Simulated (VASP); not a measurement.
A run of VASP 6.6.1 is set up as follows.

File INCAR:

```
SYSTEM = TiN
PREC = Accurate
ENCUT = 520
EDIFF = 1E-6
ISMEAR = -1
SIGMA = 0.05
LREAL = .False.
LASPH = .True.
NELM = 100
ALGO = Fast
ISIF = 2
LWAVE = .False.
LCHARG = .False.
GGA = PS
LOPTICS = .True.
NBANDS = 32
NEDOS = 1000
CSHIFT = 0.1
```

File KPOINTS:

```
Automatic mesh
0
Gamma
  20 20 20
  0 0 0
```

Contents of POSCAR:

```
TiN
1.0
    0.0000000000      2.1200000000      2.1200000000
    2.1200000000      0.0000000000      2.1200000000
    2.1200000000      2.1200000000      0.0000000000
Ti N
1 1
Direct
    0.0000000000      0.0000000000      0.0000000000
    0.5000000000      0.5000000000      0.5000000000
```

Potentials or basis: VASP PAW PBE potentials, release 64 (Ti_sv, N).

Command:

```sh
$ cat potpaw_PBE.64/Ti_sv/POTCAR potpaw_PBE.64/N/POTCAR > POTCAR
$ mpirun -np 1 vasp_std > vasp.out
```

Task: Predict the pressure.

Result: -6.8 GPa.

Task: Predict the band gap on the k mesh.

Result: None (metal or under the smearing width).

Dielectric function (mean over the directions given):
```tsv
energy (eV)	real part	imaginary part
0.27	27.47	50.48
0.67	3.51	11.34
1.21	4.06	4.29
1.75	7.18	1.71
2.16	8.35	1.75
2.69	9.85	2.79
3.23	9.86	7.33
3.77	9.32	6.43
4.18	7.67	6.78
4.71	9.11	8.61
5.25	6.11	11.15
5.79	4.45	10.11
6.20	3.56	9.92
6.74	0.19	9.51
7.27	1.12	7.20
7.81	-0.69	7.14
8.22	-0.22	8.05
8.76	-1.24	6.59
9.29	-1.81	4.54
9.83	-2.68	3.98
10.24	-2.34	2.54
10.78	-1.77	1.71
11.32	-0.72	0.92
11.85	0.32	1.07
12.26	0.62	1.68
12.80	0.75	2.32
13.34	0.53	2.35
13.87	0.01	2.08
14.28	-0.10	1.87
14.82	0.15	1.47
15.36	0.35	1.05
15.90	0.72	0.83
16.30	1.17	1.13
16.84	1.47	2.13
17.38	0.65	2.67
17.92	-0.03	1.69
18.32	0.16	1.71
18.86	0.13	1.99
19.40	-0.16	1.70
19.94	-0.18	1.33
```

Caveat: independent-particle spectra lack excitons; the intraband (Drude) part of a metal's response may be missing; the PAW data sets were made with another functional, which shifts forces and pressure a little.
